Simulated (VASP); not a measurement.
The input files of a VASP run:

**KPOINTS**
```
Automatic mesh
0
Gamma
1 1 1
0 0 0
```

INCAR:
```
! general
SYSTEM   =  CdS
PREC     =  Accurate
ENCUT    =  300
LREAL    =  .FALSE.
LASPH    =  .TRUE.

! electronic loop
EDIFF    =  1E-6
NELM     =  100
ALGO     =  Normal
LMAXMIX  =  4

! smearing
ISMEAR   =  0
SIGMA    =  0.01

! functional
GGA      =  PE

! ions
ISIF     =  2

! output
LWAVE    =  .FALSE.
LCHARG   =  .FALSE.
```

File POSCAR:
```
CdS
1
    0.0000000000     2.8835070000     2.8835070000
    2.8835070000     0.0000000000     2.8835070000
    2.8835070000     2.8835070000     0.0000000000
Cd S
1 1
Direct
  0.0000000000   0.0000000000   0.0000000000
  0.2500000000   0.2500000000   0.2500000000
```

POTCAR, in this order: Cd S (PBE.64 set). Program: vasp_std.

Question: Translate this PBE calculation to Quantum ESPRESSO's pw.x.

Answer: One equivalent input (not run):
```
&CONTROL
  calculation = 'scf'
  pseudo_dir = './pseudo'
  outdir = './out'
  tprnfor = .true.
  tstress = .true.
/
&SYSTEM
  ibrav = 0
  nat = 2
  ntyp = 2
  ecutwfc = 102
  occupations = 'smearing'
  smearing = 'gaussian'
  degauss = 0.000735
  input_dft = 'pbe'
/
&ELECTRONS
  conv_thr = 7.3e-08
  electron_maxstep = 100
/
ATOMIC_SPECIES
  Cd 112.414 Cd.upf
  S 32.060 S.upf
CELL_PARAMETERS angstrom
     0.0000000    2.8835070    2.8835070
     2.8835070    0.0000000    2.8835070
     2.8835070    2.8835070    0.0000000
ATOMIC_POSITIONS crystal
  Cd   0.0000000  0.0000000  0.0000000
  S    0.2500000  0.2500000  0.2500000
K_POINTS automatic
  1 1 1 0 0 0
```
What does not carry over: the potentials are each code's own (VASP's PAW set, PseudoDojo norm-conserving files in pw.x), so ENCUT and ecutwfc are chosen apart and not converted; conv_thr bounds pw.x's estimated SCF error, while EDIFF bounds the energy change between steps.

The structure comes from a computed database's CdS entry; how it stands against other phases isn't given here. The cell was not relaxed at this level. The k-mesh is coarse (spacing up to 1.89 per Å, 2π included), so the numbers may not be converged in it. The run is one of a series of settings (KPOINTS 1×1×1 Γ-centred mesh against the base run), some of them coarse on purpose.
